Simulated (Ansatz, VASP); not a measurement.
# In2Se: VASP beside Ansatz, part 2 of 2

One calculation is typed for both programs; each brings its own data sets. How far apart do they land? The cell is generated by rule, not measured, and may not be a known phase. The cell is taken from a series of runs on this material, whose earlier steps may have relaxed, scaled, displaced or heated it; both programs get it as it stands.

VASP 6.6.1 and Ansatz 0.2.0.

So far: Starting point; Ansatz: relaxation of cell and atoms, PBEsol, pair 1; VASP: relaxation of cell and atoms, PBEsol, pair 1; Comparison.

## (5) Ansatz: relaxation of cell and atoms, PBEsol, pair 2

Level of this step: Ansatz beside VASP: Kohn-Sham DFT, plane waves, PBEsol (Ansatz).

The relaxed volume is the usual yardstick between codes: in a stiff, nearly cubic crystal its relative difference is about their pressure difference at one cell divided by the bulk modulus. This pair takes another cell of the material, with 6 atoms against 3 for the pair before.

The cell is taken from a series of runs on this material, whose earlier steps may have relaxed, scaled, displaced or heated it; both programs get it as it stands.

File input.yaml:

```yaml
crystal:
  lattice:
    - [3.3443989922, 1.9308896584, 4.4552373004]
    - [-3.3443989922, 1.9308896584, 4.4552373004]
    - [0.0, -3.8617793168, 4.4552373004]
  atoms:
    - { symbol: Se, position: [0.2260807551, 0.2260807551, 0.2260807551] }
    - { symbol: Se, position: [0.497816658, 0.497816658, 0.497816658] }
    - { symbol: In, position: [0.1806563498, 0.7268991616, 0.1806563498] }
    - { symbol: In, position: [0.7052948226, 0.7052948226, 0.7052948226] }
    - { symbol: In, position: [0.7268991616, 0.1806563498, 0.1806563498] }
    - { symbol: In, position: [0.1806563498, 0.1806563498, 0.7268991616] }
kpoints:
  mp_grid: { grid: [9, 9, 9] }
hamiltonian:
  xc: pbesol
scf:
  occupations: { method: methfessel_paxton, width: 0.2 }
output:
  forces: true
  stress: true
  eigenvalues: true
relax:
  adjacent_minimum: "off"
  f_tol: 0.001
  max_steps: 60
  cell: { stress_tol: 0.01 }
```

Command:

```bash
> ansatz run input.yaml --threads 8 --pin off --max-ram 14336MiB --backend cpu --events-out ev --progress --plain --runs-dir out
```

Numbers of over 12 decimals in the logs are rounded to 6 here.

The log of the run:

```text
[...]
Crystal: 6 atoms, lattice volume = 172.623 Å³
Basis set: ecut = 420 eV, 3351 PW (Γ), exchange–correlation on 80×80×80 points (8 copies of the dense FFT grid, shifted against one another)
Bands: 51, of which v1, the nominal top of the filled ones, is band 42 counted from 1 (41 counted from 0)
Symmetry: 6 space group operations
[...]
k-points: 85 of 729 (time reversal used)
[...]
- [3.346105, 1.931875, 4.475341]
    - [-3.346105, 1.931875, 4.475341]
    - [0, -3.863750, 4.475341]
  atoms:
    - { symbol: Se, position: [0.227385, 0.227385, 0.227385] }
    - { symbol: Se, position: [0.496967, 0.496967, 0.496967] }
    - { symbol: In, position: [0.180737, 0.727523, 0.180737] }
    - { symbol: In, position: [0.704056, 0.704056, 0.704056] }
    - { symbol: In, position: [0.727523, 0.180737, 0.180737] }
    - { symbol: In, position: [0.180737, 0.180737, 0.727523] }
[key lines of the parts left out:]
SCF converged after 7 iterations
Free energy (F): -32950.877523 eV
Fermi energy:    8.055361 eV
P = ⅓ Tr σ = 0.0001 GPa (0.001 kbar)
```

## (6) VASP: relaxation of cell and atoms, PBEsol, pair 2

The same cell, functional, mesh and smearing now go to VASP, with its own data sets.

File INCAR:

```
SYSTEM = In2Se
PREC = Accurate
ENCUT = 500
EDIFF = 1E-07
NELM = 120
ISMEAR = 1
SIGMA = 0.2
LREAL = .FALSE.
ALGO = Normal
GGA = PS
NBANDS = 39
LORBIT = 11
LWAVE = .FALSE.
LCHARG = .FALSE.
ISIF = 3
IBRION = 2
NSW = 80
EDIFFG = -0.005
LASPH = .TRUE.
GGA_COMPAT = .FALSE.
NELMIN = 4
KPAR = 2
```

File POSCAR:

```
In2Se
1.0
    3.3443990000      1.9308900000      4.4552370000
   -3.3443990000      1.9308900000      4.4552370000
    0.0000000000     -3.8617790000      4.4552370000
Se In
2 4
Direct
    0.2260807329      0.2260807329      0.2260807915
    0.4978166697      0.4978166697      0.4978167283
    0.1806563392      0.7268991809      0.1806563978
    0.7052948204      0.7052948204      0.7052948790
    0.7268991809      0.1806563392      0.1806563978
    0.1806563392      0.1806563392      0.7268992395
```

File KPOINTS:

```
Automatic mesh
0
Gamma
9 9 9
0 0 0
```

PAW data sets: Se and In_d (PBE family, release 64).

Command:

```bash
> mpirun -np 2 vasp_std
```

The log of the run:

```text
[banner, memory and clock lines left out]
running    2 mpi-ranks, on    1 nodes
[...]
[... a notice as in an earlier step ...]

 LDA part: xc-table for (Slater+PW92), standard interpolation
 POSCAR, INCAR and KPOINTS ok, starting setup
[...]
entering main loop
       N       E                     dE             d eps       ncg     rms          rms(c)
DAV:   1     0.633353727993E+03    0.63335E+03   -0.29016E+04  6630   0.193E+03
DAV:   2     0.612947009612E+02   -0.57206E+03   -0.55740E+03  6637   0.489E+02
DAV:   3    -0.166520724584E+02   -0.77947E+02   -0.74962E+02  8242   0.194E+02
DAV:   4    -0.209105823994E+02   -0.42585E+01   -0.42246E+01  7837   0.466E+01
[...]
DAV:  13    -0.204733318155E+02   -0.13195E-05   -0.12637E-05  8528   0.465E-02    0.117E-02
DAV:  14    -0.204733324571E+02   -0.64164E-06   -0.16234E-06  9555   0.917E-03    0.562E-03
DAV:  15    -0.204733324769E+02   -0.19766E-07   -0.46454E-07  6448   0.372E-03
   1 F= -.20473332E+02 E0= -.20471656E+02  d E =-.204733E+02
[... from here on, the cycles between the ionic steps are left out ...]
   2 F= -.20473546E+02 E0= -.20471927E+02  d E =-.213241E-03
   3 F= -.20473567E+02 E0= -.20471978E+02  d E =-.234925E-03
   7 F= -.20473791E+02 E0= -.20472366E+02  d E =-.445379E-04
   8 F= -.20473844E+02 E0= -.20472505E+02  d E =-.976621E-04
   9 F= -.20473867E+02 E0= -.20472535E+02  d E =-.224426E-04
  10 F= -.20473878E+02 E0= -.20472554E+02  d E =-.340292E-04
  11 F= -.20473893E+02 E0= -.20472561E+02  d E =-.151853E-04
  12 F= -.20473896E+02 E0= -.20472561E+02  d E =-.178741E-04
  13 F= -.20473896E+02 E0= -.20472554E+02  d E =-.180207E-04
  14 F= -.20473897E+02 E0= -.20472559E+02  d E =-.190440E-04
  15 F= -.20473905E+02 E0= -.20472561E+02  d E =-.821932E-05
  16 F= -.20473917E+02 E0= -.20472557E+02  d E =-.195420E-04
[...]
reached required accuracy - stopping structural energy minimisation
```

Parts of OUTCAR (step 6):

```text
  Total        0.0011207      0.0011207      0.0076881      0.0000000      0.0000000      0.0000000
  in kB        0.0103486      0.0103486      0.0709947      0.0000000      0.0000000      0.0000000
  external PRESSURE =       0.0305640 kB  Pullay stress =       0.0000000 kB

 POSITION                                       TOTAL-FORCE (eV/Angst)
 -----------------------------------------------------------------------------------
      0.00000      0.00000      3.04903         0.000000      0.000000      0.000384
      0.00000      0.00000      6.67202         0.000000      0.000000      0.003095
     -1.82976      1.05641      4.87170        -0.000686      0.000396     -0.000986
      0.00000      0.00000      9.45406         0.000000     -0.000000     -0.000520
      1.82976      1.05641      4.87170         0.000686      0.000396     -0.000986
      0.00000     -2.11282      4.87170         0.000000     -0.000792     -0.000986
 -----------------------------------------------------------------------------------
    total drift:                                0.000000      0.000523      0.000710

  FREE ENERGIE OF THE ION-ELECTRON SYSTEM (eV)
  ---------------------------------------------------
  free  energy   TOTEN  =       -20.4739167131 eV

  energy  without entropy=      -20.4698364495  energy(sigma->0) =      -20.47255663

[... 1 part as in an earlier step ...]

[... 3 further parts left out ...]
[key lines of the parts left out:]
E-fermi :   5.0899
```

The run keeps the 6 symmetry operations of its start, so it cannot find a distortion of lower symmetry.

## (7) Differences

What differs besides the data sets and the points named for the pairs above, as far as they apply: the data sets hold 84 valence electrons in Ansatz (on its default PAW (the set named soft_2) files) and 64 in VASP. Total energies have different zeros and are not compared.

Both answers:

```
                                         quantity  Ansatz    VASP  difference
                                      volume (Å³)  173.58  173.50     +0.04 %
edge a after relaxation, in the typed setting (Å)   5.912   5.911     +0.02 %
```

## (8) What came out

```json
{
  "difference in edge c after relaxation, in the typed setting (relaxation of cell and atoms, PBEsol, pair 1)": "0.024 %",
  "difference in volume (relaxation of cell and atoms, PBEsol, pair 2)": "0.044 %"
}
```

**Reading.** The difference in volume is 0.044 % (relaxation of cell and atoms, PBEsol, pair 2), within the 1.2 % picked in this series as the mark of a large difference, as far as the stopping tolerances let one tell. The data sets hold unlike numbers of valence electrons (42 in Ansatz and 32 in VASP and 84 in Ansatz and 64 in VASP), so part of the differences comes from the potentials. 2 further runs of this series are not shown here. How closely two codes agree says nothing of how well the functional describes the real material.

[Lines on the potential files, build, host, timing and source positions are cut from VASP's logs without a mark.]

[Logs are printed without paths, hosts, clocks, repeated set-up lines and the standing remarks that a program may print on its own settings, such as how far it seeks lower states.]

[Hosts, paths, dates, database ids (printed as entryN), source tags and the programs' standing remarks are cut or masked in the printed files.]
